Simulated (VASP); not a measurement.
Consider the following.

```xyz
2
Lattice="0.0000 3.2792 3.2792 3.2792 0.0000 3.2792 3.2792 3.2792 0.0000" Properties=species:S:1:pos:R:3 pbc="T T T"
In     0.0000     0.0000     0.0000
Sb     4.9188     4.9188     4.9188
```

Calculation: r2SCAN meta-GGA, VASP's PBE PAW potentials (set 64) (plane waves; VASP). Run with 480 eV cut-off, 9×9×9 Γ-centred mesh, first-order Methfessel-Paxton smearing of 0.10 eV, potentials In_d Sb.

Unless said otherwise, spin-orbit coupling is left out, though it shifts the bands of the heavy elements here.

Question: Predict the energy per atom (σ→0), band gap (on the k-mesh) with the smallest direct gap where there is one.

Answer: 
| Quantity | Result |
|---|---|
| band gap (on the k-mesh) | none (metal, semimetal or under 0.01 eV) |
| energy per atom (σ→0) | -24.383 eV/atom |

The compound is InSb in the zinc blende structure. It was relaxed first. The start is the result of an earlier pass.
